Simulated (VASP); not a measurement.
Given:

```
CELL_PARAMETERS angstrom
     -1.67847     1.67847     4.25868
      1.67847    -1.67847     4.25868
      1.67847     1.67847    -4.25868
ATOMIC_POSITIONS crystal
  Ti 0.00000 0.00000 0.00000
  Ge 0.33657 0.33657 0.00000
  Ge 0.66343 0.66343 0.00000
```

All values below come from r2SCAN meta-GGA, VASP's PBE PAW potentials (set 64) (plane waves; VASP). Numerical set-up: 400 eV cut-off, 14×14×14 Γ-centred mesh, tetrahedra with Blöchl corrections, potentials Ti_sv Ge_d.

Task: Give the energies of bands 16 to 23 at the high-symmetry points, in eV from the Fermi level.

Result: 
```
band      Γ      X      P      N      M      S      R
----  -----  -----  -----  -----  -----  -----  -----
16    -4.59  -5.85  -6.09  -8.87  -9.61  -9.03  -7.28
17    -4.51  -4.75  -4.71  -3.96  -0.51  -5.66  -4.60
18    -0.63  -4.67  -4.71  -3.51   0.24  -0.97  -2.96
19    -0.63  -2.62  -1.86  -0.18   0.30  -0.48  -2.92
20    -0.27  -0.82  -0.81  -0.18   0.30  -0.21  -0.70
21     2.13  -0.80  -0.81   1.64   1.29   1.68  -0.70
22     3.13   2.92   1.01   2.95   1.29   2.61   2.41
23     3.82   3.08   3.08   3.38   2.15   3.88   2.84
```

It has no gap at this level: it comes out as a metal or semimetal.

The structure was generated: TiGe2 was put into the MoSi2 type (I4/mmm), which need not be its known phase. It was relaxed first, which changed the volume by +7 %.
